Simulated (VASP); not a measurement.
Consider the following.

```
CELL_PARAMETERS angstrom
      2.99376     0.00000     0.00000
      0.00000     2.99376     0.00000
      0.00000     0.00000     2.99376
ATOMIC_POSITIONS crystal
  Ru 0.00000 0.00000 0.00000
  Se 0.50000 0.50000 0.50000
```
Cell charge +0.1.

The numbers are results of PBE GGA, VASP's PBE PAW potentials (set 64) (plane waves; VASP), not measurements. Settings: NELECT = 19.9, 400 eV cut-off, 8×8×8 Γ-centred mesh, Gaussian smearing of 0.050 eV, potentials Ru_pv Se.

The cell is charged, with a uniform compensating background.

Task: Give the stress tensor in GPa (positive for a compressed cell).

Result: 
```
21.47   0.00   0.00
 0.00  21.47   0.00
 0.00   0.00  21.47
```
The pressure is its mean diagonal, 21.47 GPa.

The structure was generated: RuSe was put into the CsCl type (Pm-3m), which need not be its known phase. The cell was not relaxed at this level. The run is one of a series of settings (NELECT = 19.9 against the base run), some of them coarse on purpose.
